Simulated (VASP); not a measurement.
Data:

SrVO$_{3}$ is modelled in the cubic space group Pm-3m (No. 221), the cubic perovskite structure, Pearson symbol cP5. Cell: a = 3.8435 Å, b = 3.8435 Å, c = 3.8435 Å, α = 90.00°, β = 90.00°, γ = 90.00°. Sr on 1a is surrounded by 12 O at 2.718 Å (cuboctahedral). V on 1b is coordinated by 6 O at 1.922 Å (octahedral). O on 3c has 2 V at 1.922 Å and 4 Sr at 2.718 Å (octahedral). (Neighbours: up to the widest gap in distance over summed covalent radii, below 1.35, at either atom; cation-cation and far metal-metal contacts left out.)

Computed with PBE GGA with D4 dispersion, VASP's PBE PAW potentials (set 64) (plane waves; VASP 6.6.1). Settings: 520 eV cut-off, 8×8×8 Γ-centred mesh, first-order Methfessel-Paxton smearing of 0.10 eV, potentials Sr_sv V_sv O.

Task: Give the energy at these volumes per atom, relative to the lowest: 10.65, 10.98, 11.32, 11.66, 12.00 Å³.

Result: 29.1, 7.5, 0.0, 4.6, 19.4 meV/atom. A third-order Birch-Murnaghan fit gives B0 = 187 GPa and B0′ = 4.4.

Measured: a 3.842 Å (computed value off by +0.1 %), as given by Samuel D. Marks et al., Physical Review Materials (2021), arXiv:2103.05797. The calculation is for a static lattice, while the measured a holds thermal and zero-point effects, which are part of the difference.

The compound is SrVO3 in the cubic perovskite structure. It was relaxed first. The run is not spin-polarised, so no magnetic state was tried.
